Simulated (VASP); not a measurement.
OSZICAR of a VASP run on PbO$_{2}$ (rutile):

OSZICAR:
```
       N       E                     dE             d eps       ncg     rms          rms(c)
DAV:   1     0.692010637728E+03    0.69201E+03   -0.26430E+04  1488   0.202E+03
DAV:   2     0.570484650833E+02   -0.63496E+03   -0.61025E+03  1663   0.545E+02
DAV:   3    -0.314614560925E+02   -0.88510E+02   -0.86698E+02  1886   0.227E+02
DAV:   4    -0.353087260479E+02   -0.38473E+01   -0.38319E+01  1813   0.509E+01
DAV:   5    -0.354592789396E+02   -0.15055E+00   -0.15052E+00  1933   0.978E+00    0.140E+01
DAV:   6    -0.298056071879E+02    0.56537E+01   -0.25917E+01  2315   0.555E+01    0.466E+00
DAV:   7    -0.298451163318E+02   -0.39509E-01   -0.17365E+00  1787   0.107E+01    0.281E+00
DAV:   8    -0.298697921757E+02   -0.24676E-01   -0.49968E-01  2303   0.684E+00    0.122E+00
DAV:   9    -0.298388336322E+02    0.30959E-01   -0.13204E-01  2393   0.447E+00    0.143E-01
DAV:  10    -0.298414857766E+02   -0.26521E-02   -0.12953E-02  1642   0.671E-01    0.138E-01
DAV:  11    -0.298414518957E+02    0.33881E-04   -0.51603E-04  2355   0.266E-01    0.552E-02
DAV:  12    -0.298414384792E+02    0.13416E-04   -0.14920E-04  2104   0.799E-02    0.127E-02
DAV:  13    -0.298414398573E+02   -0.13781E-05   -0.17607E-05  2165   0.373E-02    0.374E-03
DAV:  14    -0.298414407553E+02   -0.89803E-06   -0.17209E-06  2145   0.159E-02    0.291E-03
DAV:  15    -0.298414410468E+02   -0.29149E-06   -0.14194E-07  1214   0.407E-03    0.144E-03
DAV:  16    -0.298414415289E+02   -0.48203E-06   -0.27301E-07  1322   0.408E-03    0.304E-04
DAV:  17    -0.298414415521E+02   -0.23245E-07   -0.31768E-08  1108   0.165E-03
   1 F= -.29841442E+02 E0= -.29841380E+02  d E =-.298414E+02
       N       E                     dE             d eps       ncg     rms          rms(c)
DAV:   1    -0.298478474357E+02   -0.64059E-02   -0.75462E-01  1496   0.632E+00    0.420E-01
DAV:   2    -0.298463070694E+02    0.15404E-02   -0.30688E-02  1905   0.159E+00    0.250E-01
DAV:   3    -0.298441069799E+02    0.22001E-02   -0.29236E-03  2164   0.718E-01    0.484E-02
DAV:   4    -0.298441320340E+02   -0.25054E-04   -0.77436E-04  2082   0.209E-01    0.200E-02
DAV:   5    -0.298441321543E+02   -0.12038E-06   -0.52134E-05  1788   0.742E-02    0.491E-03
DAV:   6    -0.298441321389E+02    0.15461E-07   -0.97857E-06  2153   0.347E-02    0.318E-03
DAV:   7    -0.298441323707E+02   -0.23182E-06   -0.78135E-07  1888   0.924E-03    0.153E-03
DAV:   8    -0.298441325552E+02   -0.18450E-06   -0.24596E-07  1357   0.376E-03    0.298E-04
DAV:   9    -0.298441325639E+02   -0.86648E-08   -0.23945E-08   954   0.188E-03
   2 F= -.29844133E+02 E0= -.29844068E+02  d E =-.269101E-02
       N       E                     dE             d eps       ncg     rms          rms(c)
DAV:   1    -0.298477936981E+02   -0.36611E-02   -0.62177E-01  1488   0.574E+00    0.380E-01
DAV:   2    -0.298465547579E+02    0.12389E-02   -0.25337E-02  1905   0.145E+00    0.227E-01
DAV:   3    -0.298447450584E+02    0.18097E-02   -0.24064E-03  2149   0.652E-01    0.432E-02
DAV:   4    -0.298447674423E+02   -0.22384E-04   -0.63736E-04  2096   0.190E-01    0.182E-02
DAV:   5    -0.298447675686E+02   -0.12624E-06   -0.42207E-05  1761   0.665E-02    0.437E-03
DAV:   6    -0.298447675342E+02    0.34383E-07   -0.78401E-06  2124   0.300E-02    0.276E-03
DAV:   7    -0.298447677473E+02   -0.21310E-06   -0.59261E-07  1768   0.741E-03    0.140E-03
DAV:   8    -0.298447678892E+02   -0.14193E-06   -0.17497E-07  1335   0.326E-03    0.238E-04
DAV:   9    -0.298447678990E+02   -0.97789E-08   -0.19320E-08   975   0.156E-03
   3 F= -.29844768E+02 E0= -.29844698E+02  d E =-.332635E-02
       N       E                     dE             d eps       ncg     rms          rms(c)
DAV:   1    -0.298448251017E+02   -0.57213E-04   -0.91886E-03  1502   0.697E-01    0.462E-02
DAV:   2    -0.298448077085E+02    0.17393E-04   -0.37521E-04  1913   0.179E-01    0.275E-02
DAV:   3    -0.298447812105E+02    0.26498E-04   -0.35640E-05  2176   0.788E-02    0.517E-03
DAV:   4    -0.298447814949E+02   -0.28439E-06   -0.93327E-06  2073   0.227E-02    0.218E-03
DAV:   5    -0.298447813801E+02    0.11487E-06   -0.56509E-07  1561   0.777E-03    0.502E-04
DAV:   6    -0.298447814017E+02   -0.21668E-07   -0.81113E-08   975   0.329E-03
   4 F= -.29844781E+02 E0= -.29844712E+02  d E =-.333985E-02
       N       E                     dE             d eps       ncg     rms          rms(c)
DAV:   1    -0.298450992031E+02   -0.31782E-03   -0.45916E-02  1510   0.156E+00    0.101E-01
DAV:   2    -0.298450167032E+02    0.82500E-04   -0.11836E-03  2350   0.349E-01    0.602E-02
DAV:   3    -0.298449316126E+02    0.85091E-04   -0.87928E-05  2280   0.120E-01    0.944E-03
DAV:   4    -0.298449314693E+02    0.14328E-06   -0.17099E-05  2254   0.319E-02    0.267E-03
DAV:   5    -0.298449317025E+02   -0.23319E-06   -0.37473E-07  1551   0.596E-03    0.978E-04
DAV:   6    -0.298449317563E+02   -0.53853E-07   -0.62377E-08  1080   0.248E-03
   5 F= -.29844932E+02 E0= -.29844863E+02  d E =-.150355E-03
```

Task: Which electronic solver shows in the log?

Result: It is blocked Davidson (ALGO = Normal, or the opening steps of other solvers). The INCAR had ALGO = Normal.

Task: Can the final energy be trusted as converged?

Result: The run converged. It stopped with EDIFF = 1E-7, NELM = 100, NSW = 30 and EDIFFG = -0.01 after 5 ionic steps (revPBE GGA, plane waves, VASP's PBE PAW potentials (set 64)).

The compound is PbO2 in the rutile structure. This cell is one point of a volume scan, at 0.97 of the reference volume. Symmetry was kept, so distortions that lower it aren't found.
